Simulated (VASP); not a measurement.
Output of a VASP run:

File OSZICAR:
```
       N       E                     dE             d eps       ncg     rms          rms(c)
DAV:   1     0.298709572960E+02    0.29871E+02   -0.38558E+03  3464   0.810E+02
DAV:   2    -0.999157361686E+01   -0.39863E+02   -0.37717E+02  3168   0.177E+02
DAV:   3    -0.104504340130E+02   -0.45886E+00   -0.45821E+00  4696   0.258E+01
DAV:   4    -0.104525635932E+02   -0.21296E-02   -0.21233E-02  3848   0.121E+00
DAV:   5    -0.104525781812E+02   -0.14588E-04   -0.14532E-04  4792   0.642E-02    0.159E+01
DAV:   6    -0.992368853923E+01    0.52889E+00   -0.11209E+00  3704   0.145E+01    0.634E+00
DAV:   7    -0.982694337586E+01    0.96745E-01   -0.33663E-01  4120   0.733E+00    0.154E+00
DAV:   8    -0.982149515679E+01    0.54482E-02   -0.16925E-03  3360   0.619E-01    0.746E-01
DAV:   9    -0.981952892116E+01    0.19662E-02   -0.13337E-03  4040   0.618E-01    0.195E-02
DAV:  10    -0.981953215464E+01   -0.32335E-05   -0.50120E-06  4216   0.257E-02    0.584E-03
DAV:  11    -0.981953412266E+01   -0.19680E-05   -0.48786E-07  4296   0.559E-03    0.643E-04
DAV:  12    -0.981953406394E+01    0.58718E-07   -0.57755E-09  2040   0.860E-04
   1 F= -.98195341E+01 E0= -.98195341E+01  d E =0.000000E+00
```

### OUTCAR
```
------------------------ aborting loop because EDIFF is reached ----------------------------------------
  FORCE on cell =-STRESS in cart. coord.  units (eV):
  Direction    XX          YY          ZZ          XY          YZ          ZX
  --------------------------------------------------------------------------------------
  Total        0.0079202      0.0079202      0.0079202      0.0000000     -0.0000000      0.0000000
  in kB        0.9011894      0.9011894      0.9011894      0.0000000     -0.0000000      0.0000000
  external PRESSURE =       0.9011894 kB  Pullay stress =       0.0000000 kB
  volume of cell :       14.08
      direct lattice vectors                 reciprocal lattice vectors
     0.000000000  1.916612200  1.916612200    -0.260876979  0.260876979  0.260876979
     1.916612200  0.000000000  1.916612200     0.260876979 -0.260876979  0.260876979
     1.916612200  1.916612200  0.000000000     0.260876979  0.260876979 -0.260876979
 POSITION                                       TOTAL-FORCE (eV/Angst)
 -----------------------------------------------------------------------------------
      0.00000      0.00000      0.00000         0.000000      0.000000     -0.000000
 -----------------------------------------------------------------------------------
    total drift:                               -0.000000      0.000000      0.000000
  FREE ENERGIE OF THE ION-ELECTRON SYSTEM (eV)
  ---------------------------------------------------
  free  energy   TOTEN  =        -9.8195340639 eV

  energy  without entropy=       -9.8195340639  energy(sigma->0) =       -9.81953406

 total charge

# of ion       s       p       d       tot
------------------------------------------
    1        0.674   0.748   6.977   8.399
```
(Selected blocks of OUTCAR.)

POSCAR:
```
Ir
1
    0.0000000000     1.9166122003     1.9166122003
    1.9166122003    -0.0000000000     1.9166122003
    1.9166122003     1.9166122003     0.0000000000
Ir
1
Direct
  0.0000000000   0.0000000000   0.0000000000
```

Question: Write an INCAR and KPOINTS that could have produced this output.

Answer: Several could match; the one computed here: the input of the run itself, PBEsol GGA, plane waves, VASP's PBE PAW potentials (set 64).

File KPOINTS:
```
Automatic mesh
0
Gamma
18 18 18
0 0 0
```

INCAR:
```
! general
SYSTEM  = Ir
PREC    = Accurate
ENCUT   = 400
LREAL   = .FALSE.
LASPH   = .TRUE.

! electronic loop
EDIFF   = 1E-7
NELM    = 100
ALGO    = Normal
LMAXMIX = 6

! smearing
ISMEAR  = -5

! functional
GGA     = PS

! ions
ISIF    = 2

! output
LWAVE   = .FALSE.
LCHARG  = .TRUE.
LORBIT  = 11
NEDOS   = 601
```

POTCAR, in this order: Ir (PBE.64 set). Program: vasp_std.

For a metal the tetrahedron method with Blöchl corrections gives inexact stress and forces.

The compound is Ir in the fcc structure. It was relaxed first.
